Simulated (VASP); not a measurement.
Energy against volume of Li₂Se (antifluorite). These are rev-vdW-DF2, VASP's PBE PAW potentials (set 64) (plane waves; VASP) values and carry that method's errors.

```
V (Å³/atom)  E (eV/atom)
-----------  -----------
16.726          -2.77123
17.260          -2.77763
17.793          -2.77997
18.327          -2.77882
18.861          -2.77462
```

Problem. Fit a third-order Birch-Murnaghan equation of state.

Solution. 
The volume per atom is 17.87 Å³/atom and the bulk modulus is 34.4 GPa. The pressure derivative of the bulk modulus is 3.84 and the lattice constant a is 5.986 Å.

Measured: a 6.002 Å (computed value off by -0.3 %), as given by Syrotyuk et al., Condensed Matter Physics (2015), arXiv:1510.06546. The calculation is for a static lattice, while the measured a holds thermal and zero-point effects, which are part of the difference.

The compound is Li2Se in the antifluorite structure. It was relaxed first.
